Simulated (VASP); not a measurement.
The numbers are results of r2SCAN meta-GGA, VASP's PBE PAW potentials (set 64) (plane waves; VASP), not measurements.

A VASP calculation is set up with these files.

File KPOINTS:
```
Automatic mesh
0
Gamma
5 5 5
0 0 0
```

### INCAR
```
SYSTEM = Al2O3
PREC = Accurate
ENCUT = 520
EDIFF = 1E-6
NELM = 100
ALGO = Normal
LREAL = .FALSE.
LASPH = .TRUE.
ISMEAR = 0
SIGMA = 0.05
METAGGA = R2SCAN
LMIXTAU = .TRUE.
LWAVE = .FALSE.
LCHARG = .FALSE.
IBRION = 2
ISIF = 3
NSW = 60
EDIFFG = -0.02
```

**POSCAR**
```
Al2O3
1
    2.4079529330     1.3902324506     4.4791285286
   -2.4079529332     1.3902324502     4.4791285286
    0.0000000002    -2.7804649008     4.4791285286
Al O
4 6
Direct
  0.0000000000   0.0000000000   0.0000000000
  0.5000000000   0.5000000000   0.5000000000
  0.6932513919   0.6932513919   0.6932513919
  0.3067486081   0.3067486081   0.3067486081
  0.3958537889   0.1084682009   0.7207919386
  0.6041462111   0.8915317991   0.2792080614
  0.7207919386   0.3958537889   0.1084682009
  0.2792080614   0.6041462111   0.8915317991
  0.1084682009   0.7207919386   0.3958537889
  0.8915317991   0.2792080614   0.6041462111
```

POTCAR, in this order: Al O (PBE.64 set). Program: vasp_std.

The resulting files:

**OUTCAR**
```
 ion  position               nearest neighbor table
   1  0.000  0.000  0.000-   7 1.92   8 1.92   9 1.92  10 1.92   5 1.92   6 1.92   3 2.80   4 2.80
                             3 2.80   4 2.80   3 2.80   4 2.80
   2  0.500  0.500  0.500-   9 1.92  10 1.92   7 1.92   8 1.92   5 1.92   6 1.92   3 2.60   4 2.60
                             4 3.36   3 3.36   4 3.36   3 3.36   4 3.36   3 3.36
   3  0.693  0.693  0.693-   5 1.84   9 1.84   7 1.84  10 2.01   8 2.01   6 2.01   2 2.60   1 2.80
                             1 2.80   1 2.80   4 2.87   4 2.87   4 2.87   2 3.36   2 3.36   2 3.36
   4  0.307  0.307  0.307-   6 1.84  10 1.84   8 1.84   9 2.01   7 2.01   5 2.01   2 2.60   1 2.80
                             1 2.80   1 2.80   3 2.87   3 2.87   3 2.87   2 3.36   2 3.36   2 3.36
   5  0.396  0.108  0.721-   3 1.84   1 1.92   2 1.92   4 2.01
   6  0.604  0.892  0.279-   4 1.84   1 1.92   2 1.92   3 2.01
   7  0.721  0.396  0.108-   3 1.84   1 1.92   2 1.92   4 2.01
   8  0.279  0.604  0.892-   4 1.84   1 1.92   2 1.92   3 2.01
   9  0.108  0.721  0.396-   3 1.84   1 1.92   2 1.92   4 2.01
  10  0.892  0.279  0.604-   4 1.84   1 1.92   2 1.92   3 2.01
  LATTYP: Found a trigonal (rhomboedric) cell.
 ALAT       =     5.2719613020
 COS(alpha) =     0.5827641406
 Subroutine PRICEL returns:
 Original cell was already a primitive cell.
 Subroutine GETGRP returns: Found  6 space group operations
The static configuration has the point symmetry S_6 .
The dynamic configuration has the point symmetry S_6 .
 Subroutine INISYM returns: Found  6 space group operations
 Subroutine IBZKPT returns following result:
 Found     23 irreducible k-points:

 Following reciprocal coordinates:
            Coordinates               Weight
  0.000000  0.000000  0.000000      1.000000
  0.200000  0.000000  0.000000      6.000000
  0.400000  0.000000  0.000000      6.000000
  0.200000  0.200000  0.000000      6.000000
  0.400000  0.200000  0.000000      6.000000
 -0.400000  0.000000 -0.200000      6.000000
 -0.400000  0.200000 -0.000000      6.000000
  0.400000  0.000000 -0.200000      6.000000
 -0.200000  0.200000 -0.000000      6.000000
  0.400000  0.400000  0.000000      6.000000
 -0.400000  0.400000 -0.000000      6.000000
  0.200000  0.200000  0.200000      2.000000
  0.400000  0.200000  0.200000      6.000000
 -0.400000  0.200000  0.200000      6.000000
 -0.200000  0.200000  0.200000      6.000000
  0.400000  0.400000  0.200000      6.000000
 -0.400000  0.400000  0.200000      6.000000
  0.400000 -0.200000 -0.400000      6.000000
 -0.200000  0.400000  0.200000      6.000000
  0.200000 -0.200000 -0.400000      6.000000
 -0.400000 -0.400000  0.200000      6.000000
  0.400000  0.400000  0.400000      2.000000
 -0.400000  0.400000  0.400000      6.000000
   k-points           NKPTS =     23   k-points in BZ     NKDIM =     23   number of bands    NBANDS=     30
   number of dos      NEDOS =    301   number of ions     NIONS =     10
   total plane-waves  NPLWV =  64000
   dimension x,y,z NGX =    40 NGY =   40 NGZ =   40
   dimension x,y,z NGXF=    80 NGYF=   80 NGZF=   80
   ions per type =               4   6
   PREC   = accura    normal or accurate (medium, high low for compatibility)
   ISTART =      0    job   : 0-new  1-cont  2-samecut
   ICHARG =      2    charge: 1-file 2-atom 10-const
   ISPIN  =      1    spin polarized calculation?
   LNONCOLLINEAR =      F non collinear calculations
   LSORBIT =      F    spin-orbit coupling
   INIWAV =      1    electr: 0-lowe 1-rand  2-diag
   ENCUT  =  520.0 eV  38.22 Ry    6.18 a.u.   9.80  9.80  9.80*2*pi/ulx,y,z
   NELM   =    100;   NELMIN=  2; NELMDL= -5     # of ELM steps
   EDIFF  = 0.1E-05   stopping-criterion for ELM
   LREAL  =      F    real-space projection
   NLSPLINE    = F    spline interpolate recip. space projectors
   LMAXMIX     =    2 max onsite mixed and CHGCAR
   VOSKOWN=      0    Vosko Wilk Nusair interpolation
   EDIFFG = -.2E-01   stopping-criterion for IOM
   NSW    =     60    number of steps for IOM
   NBLOCK =      1;   KBLOCK =     60    inner block; outer block
...
```

### OSZICAR
```
       N       E                     dE             d eps       ncg     rms          rms(c)
DAV:   1     0.234351177685E+03    0.23435E+03   -0.26328E+04  1396   0.154E+03
DAV:   2    -0.102605489017E+03   -0.33696E+03   -0.32602E+03  1810   0.330E+02
DAV:   3    -0.117022738418E+03   -0.14417E+02   -0.14371E+02  1644   0.743E+01
DAV:   4    -0.117165730349E+03   -0.14299E+00   -0.14280E+00  1656   0.832E+00
DAV:   5    -0.117168065170E+03   -0.23348E-02   -0.23345E-02  1614   0.108E+00    0.175E+01
DAV:   6    -0.979726607540E+02    0.19195E+02   -0.22496E+01  1632   0.245E+01    0.728E+00
DAV:   7    -0.941007772546E+02    0.38719E+01   -0.16797E+00  1644   0.109E+01    0.375E+00
DAV:   8    -0.102344668903E+03   -0.82439E+01   -0.29216E+00  1530   0.101E+01    0.220E+00
DAV:   9    -0.946730756260E+02    0.76716E+01   -0.19887E+00  1410   0.843E+00    0.560E-01
DAV:  10    -0.951984977349E+02   -0.52542E+00   -0.15715E-01  1428   0.330E+00    0.550E-01
DAV:  11    -0.952343257623E+02   -0.35828E-01   -0.73199E-03  1656   0.507E-01    0.342E-01
DAV:  12    -0.954498380422E+02   -0.21551E+00   -0.93852E-02  1392   0.284E+00    0.554E-02
DAV:  13    -0.954539203310E+02   -0.40823E-02   -0.17029E-03  1656   0.305E-01    0.555E-02
DAV:  14    -0.954560622856E+02   -0.21420E-02   -0.23669E-03  1530   0.436E-01    0.770E-02
DAV:  15    -0.954574228485E+02   -0.13606E-02   -0.10006E-03  1500   0.284E-01    0.363E-02
DAV:  16    -0.954574181140E+02    0.47346E-05   -0.77741E-05  1656   0.554E-02    0.244E-02
DAV:  17    -0.954574131572E+02    0.49568E-05   -0.10278E-05  1650   0.262E-02    0.286E-02
DAV:  18    -0.954574444765E+02   -0.31319E-04   -0.47725E-05  1578   0.483E-02    0.104E-02
DAV:  19    -0.954574581574E+02   -0.13681E-04   -0.33099E-06  1410   0.149E-02    0.290E-03
DAV:  20    -0.954574599702E+02   -0.18128E-05   -0.12744E-06  1044   0.107E-02    0.134E-03
DAV:  21    -0.954574612519E+02   -0.12817E-05   -0.26324E-07   924   0.466E-03    0.863E-04
DAV:  22    -0.954574613279E+02   -0.75960E-07   -0.14154E-07   870   0.281E-03
   1 F= -.95457461E+02 E0= -.95457461E+02  d E =-.954575E+02
       N       E                     dE             d eps       ncg     rms          rms(c)
DAV:   1    -0.955650670808E+02   -0.10761E+00   -0.47472E+00  1632   0.161E+01    0.248E+00
DAV:   2    -0.954575273236E+02    0.10754E+00   -0.42164E-01  1632   0.405E+00    0.563E-01
DAV:   3    -0.954520122988E+02    0.55150E-02   -0.27175E-02  1512   0.115E+00    0.167E-01
DAV:   4    -0.954468678889E+02    0.51444E-02   -0.98607E-03  1464   0.968E-01    0.109E-01
DAV:   5    -0.954522624275E+02   -0.53945E-02   -0.58447E-03  1434   0.837E-01    0.133E-02
DAV:   6    -0.954541040498E+02   -0.18416E-02   -0.65744E-04  1608   0.277E-01    0.151E-02
DAV:   7    -0.954541440127E+02   -0.39963E-04   -0.40117E-05  1584   0.504E-02    0.137E-02
DAV:   8    -0.954541233240E+02    0.20689E-04   -0.37282E-05  1584   0.540E-02    0.414E-03
DAV:   9    -0.954541465707E+02   -0.23247E-04   -0.81425E-06  1566   0.317E-02    0.228E-03
DAV:  10    -0.954541461748E+02    0.39591E-06   -0.56816E-07  1086   0.695E-03
   2 F= -.95454146E+02 E0= -.95454146E+02  d E =0.331515E-02
       N       E                     dE             d eps       ncg     rms          rms(c)
DAV:   1    -0.954978582494E+02   -0.43712E-01   -0.13470E+00  1626   0.848E+00    0.132E+00
DAV:   2    -0.954676844078E+02    0.30174E-01   -0.12157E-01  1638   0.217E+00    0.293E-01
DAV:   3    -0.954661880405E+02    0.14964E-02   -0.75377E-03  1536   0.605E-01    0.901E-02
DAV:   4    -0.954647264723E+02    0.14616E-02   -0.28698E-03  1464   0.527E-01    0.606E-02
DAV:   5    -0.954657353743E+02   -0.10089E-02   -0.21206E-03  1422   0.502E-01    0.960E-03
DAV:   6    -0.954667592009E+02   -0.10238E-02   -0.32368E-04  1536   0.196E-01    0.891E-03
DAV:   7    -0.954667681204E+02   -0.89195E-05   -0.10028E-05  1620   0.287E-02    0.563E-03
DAV:   8    -0.954667625438E+02    0.55766E-05   -0.41534E-06  1590   0.168E-02    0.210E-03
DAV:   9    -0.954667671953E+02   -0.46516E-05   -0.22438E-06  1058   0.169E-02    0.139E-03
DAV:  10    -0.954667669298E+02    0.26557E-06   -0.19396E-07   912   0.403E-03
   3 F= -.95466767E+02 E0= -.95466767E+02  d E =-.930560E-02
```

File OUTCAR:
```
------------------------ aborting loop because EDIFF is reached ----------------------------------------
  FORCE on cell =-STRESS in cart. coord.  units (eV):
  Direction    XX          YY          ZZ          XY          YZ          ZX
  --------------------------------------------------------------------------------------
  Total        0.0261386      0.0261386     -0.0205242      0.0000000      0.0000000      0.0000000
  in kB        0.4701477      0.4701478     -0.3691630      0.0000005      0.0000000      0.0000000
  external PRESSURE =       0.1903775 kB  Pullay stress =       0.0000000 kB
  volume of cell :       89.08
      direct lattice vectors                 reciprocal lattice vectors
     2.399846284  1.385552073  4.464792561     0.208346678  0.120288995  0.074658190
    -2.399846284  1.385552073  4.464792561    -0.208346678  0.120288995  0.074658190
     0.000000000 -2.771104145  4.464792561     0.000000000 -0.240577990  0.074658190
 POSITION                                       TOTAL-FORCE (eV/Angst)
 -----------------------------------------------------------------------------------
     -0.00000     -0.00000      0.00000        -0.000000      0.000000     -0.000000
      0.00000      0.00000      6.69719        -0.000000      0.000000      0.000000
     -0.00000      0.00000      9.28610        -0.000000      0.000000     -0.005080
     -0.00000      0.00000      4.10828        -0.000000      0.000000      0.005080
      0.69116     -1.29815      5.46654         0.008746      0.001765      0.012196
     -0.69116      1.29815      7.92783        -0.008746     -0.001765     -0.012196
      0.77865      1.24764      5.46654        -0.005901      0.006692      0.012196
     -0.77865     -1.24764      7.92783         0.005901     -0.006692     -0.012196
     -1.46981      0.05051      5.46654        -0.002845     -0.008457      0.012196
      1.46981     -0.05051      7.92783         0.002845      0.008457     -0.012196
 -----------------------------------------------------------------------------------
    total drift:                               -0.000000      0.000000     -0.000000
  FREE ENERGIE OF THE ION-ELECTRON SYSTEM (eV)
  ---------------------------------------------------
  free  energy   TOTEN  =       -95.4667669298 eV

  energy  without entropy=      -95.4667669297  energy(sigma->0) =      -95.46676693

 reached required accuracy - stopping structural energy minimisation
```
(Selected blocks of OUTCAR.)

### CONTCAR
```
Al2O3
   1.00000000000000
     2.3998462841627290    1.3855520729899158    4.4647925612651536
    -2.3998462844138233    1.3855520725019594    4.4647925612651536
     0.0000000002510943   -2.7711041454918752    4.4647925612651536
  Al              O
     4     6
Direct
     0.0000000000000000    0.0000000000000000    0.0000000000000000
     0.5000000000000000    0.5000000000000000    0.5000000000000000
     0.6932833754989114    0.6932833754989114    0.6932833754989114
     0.3067166245010886    0.3067166245010886    0.3067166245010886
     0.3959701656889603    0.1079673209860281    0.7204292530289459
     0.6040298343110397    0.8920326790139719    0.2795707469710541
     0.7204292530284351    0.3959701656888129    0.1079673209866862
     0.2795707469715649    0.6040298343111871    0.8920326790133138
     0.1079673209865389    0.7204292530290932    0.3959701656883021
     0.8920326790134611    0.2795707469709068    0.6040298343116979
```

The structure comes from a computed database's Al2O3 entry (R-3); how it stands against other phases isn't given here. This run relaxes it. Symmetry was kept, so distortions that lower it aren't found. The start is the result of an earlier pass.
